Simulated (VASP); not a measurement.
Set up this calculation in VASP 6.6.1, as the native input.

```
Task                   : relaxation of cell and atoms
Functional             : PBE
Potentials or basis    : VASP PAW PBE potentials, release 64 (Be, Te, Se)
Cutoff                 : 520 eV
k mesh                 : 3 × 3 × 2
Occupations            : gaussian, width 0.15 eV
Spin                   : no spin polarisation
Further INCAR settings : PREC = Normal; ALGO = Fast; EDIFF = 0.0001; IBRION = 2; EDIFFG = -0.08; NSW = 24; ISIF = 3
```

The structure of Be4TeSe3 lies in POSCAR:

```
Be4TeSe3
1.0
    5.3655550300      0.0000000000      0.0000000000
    0.0000000000      5.3655550300      0.0000000000
    0.0000000000      0.0000000000      6.3637614200
Be Te Se
4 1 3
Direct
    0.5000000000      0.5000000000      0.2816493100
    0.5000000000      0.5000000000      0.7183506900
    0.0000000000      0.5000000000      0.0000000000
    0.5000000000      0.0000000000      0.0000000000
    0.5000000000      0.5000000000      0.0000000000
    0.0000000000      0.0000000000      0.5000000000
    0.0000000000      0.5000000000      0.5000000000
    0.5000000000      0.0000000000      0.5000000000
```

The cell was built by a generator and needn't be a form met in nature.

One way to write it, as run:

INCAR

```
ALGO = Fast
EDIFF = 1E-4
EDIFFG = -0.08
ENCUT = 520
GGA = PE
IBRION = 2
ISIF = 3
ISMEAR = 0
LASPH = T
LCHARG = F
LREAL = F
LWAVE = F
NELM = 60
NSW = 24
PREC = Normal
SIGMA = 0.15
```

KPOINTS

```
k-points
0
Gamma
  3 3 2
```

Potentials or basis: VASP PAW PBE potentials, release 64 (Be, Te, Se).

The run is started by

```sh
$ cat potpaw_PBE.64/Be/POTCAR potpaw_PBE.64/Te/POTCAR potpaw_PBE.64/Se/POTCAR > POTCAR
$ mpirun -np 1 vasp_std > vasp.out
```

It gave:

The relaxed volume is 21.90 Å³/atom and the relaxed cell is a = 5.200 Å, b = 5.200 Å, c = 6.479 Å, α = 90.00°, β = 90.00°, γ = 90.00°. The space group after relaxing (to 0.05 Å) is P4/mmm (No. 123). The energy gained by relaxing is 714.5 meV/atom, the ionic steps are 11 and the pressure after relaxing is 0.4 GPa. The largest force after relaxing is 0.078 eV/Å and the band gap on the k mesh is none (metal or under the smearing width).

Caveat: the k mesh is coarse (spacing up to 0.49 Å⁻¹), so the values aren't converged; the relaxation stopped at a loose force limit of 0.08 eV/Å, so its end isn't a converged minimum.

Run time: 2 min on 1 thread of Intel(R) Xeon(R) Platinum 8559C (Emerald Rapids), with other jobs on the host, peak memory 0.2 GiB.
